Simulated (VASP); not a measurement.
```yaml
crystal:
  lattice:
    - [0.00000, 2.73607, 2.73607]
    - [2.73607, 0.00000, 2.73607]
    - [2.73607, 2.73607, 0.00000]
  atoms:
    - { symbol: Si, position: [0.25000, 0.25000, 0.25000] }
    - { symbol: Si, position: [0.75000, 0.75000, 0.75000] }
    - { symbol: Ni, position: [0.00000, 0.00000, 0.00000] }
```

All values below come from optB88-vdW, VASP's PBE PAW potentials (set 64) (plane waves; VASP). Settings: 520 eV cut-off, Gaussian smearing of 0.050 eV, potentials Si Ni.

Problem. Give the energies of bands 2 to 12 at the high-symmetry points, in eV from the Fermi level.

Solution. 
```csv
band,Γ,X,U,L,W
2,-4.93,-7.66,-8.63,-9.71,-8.69
3,-4.93,-7.12,-7.06,-4.51,-6.75
4,-4.93,-4.26,-4.71,-4.51,-6.33
5,-3.29,-4.26,-4.14,-3.52,-3.51
6,-3.29,-3.40,-3.58,-3.12,-3.51
7,-0.68,-3.40,-3.22,-3.12,-3.39
8,1.68,-3.21,-2.74,-1.28,-2.99
9,1.68,-2.93,-2.47,-1.28,-2.29
10,1.68,-0.47,0.19,1.78,2.16
11,2.46,1.61,3.78,1.84,2.16
12,2.46,7.96,4.66,1.84,4.86
```

It has no gap at this level: it comes out as a metal or semimetal.

The compound is NiSi2 in the fluorite structure. It was relaxed first. The run is not spin-polarised, so no magnetic state was tried.
